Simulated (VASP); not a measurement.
OSZICAR of a VASP run on BP (zinc blende):

**OSZICAR**
```
       N       E                     dE             d eps       ncg     rms          rms(c)
DAV:   1     0.119409729039E+02    0.11941E+02   -0.40107E+03   752   0.890E+02
DAV:   2    -0.116214169994E+02   -0.23562E+02   -0.22666E+02  1144   0.110E+02
DAV:   3    -0.118710939787E+02   -0.24968E+00   -0.24968E+00   968   0.151E+01
DAV:   4    -0.118716159512E+02   -0.52197E-03   -0.52197E-03  1136   0.669E-01
DAV:   5    -0.118716165369E+02   -0.58569E-06   -0.58569E-06   960   0.165E-02    0.739E+00
DAV:   6    -0.112987406057E+02    0.57288E+00   -0.14001E+00   840   0.636E+00    0.407E+00
DAV:   7    -0.111994767206E+02    0.99264E-01   -0.31186E-01  1128   0.329E+00    0.127E+00
DAV:   8    -0.111928139297E+02    0.66628E-02   -0.27785E-02   856   0.117E+00    0.211E-01
DAV:   9    -0.111930297451E+02   -0.21582E-03   -0.41267E-04  1048   0.195E-01    0.130E-01
DAV:  10    -0.111931424296E+02   -0.11268E-03   -0.19447E-04   824   0.110E-01    0.235E-02
DAV:  11    -0.111931506942E+02   -0.82646E-05   -0.91515E-06  1032   0.283E-02    0.342E-02
DAV:  12    -0.111931511886E+02   -0.49441E-06   -0.28742E-06   872   0.107E-02    0.980E-03
DAV:  13    -0.111931511987E+02   -0.10152E-07   -0.55129E-08   536   0.229E-03
   1 F= -.11193151E+02 E0= -.11193151E+02  d E =-.781810E-12
```

Task: Which electronic solver shows in the log?

Result: It is blocked Davidson (ALGO = Normal, or the opening steps of other solvers). The INCAR had ALGO = Normal.

Task: Can the final energy be trusted as converged?

Result: The run converged. It stopped with EDIFF = 1E-7, NELM = 100 (vdW-DF-cx, plane waves, VASP's PBE PAW potentials (set 64)).

The compound is BP in the zinc blende structure. This cell is one point of a volume scan, at 0.97 of the reference volume.
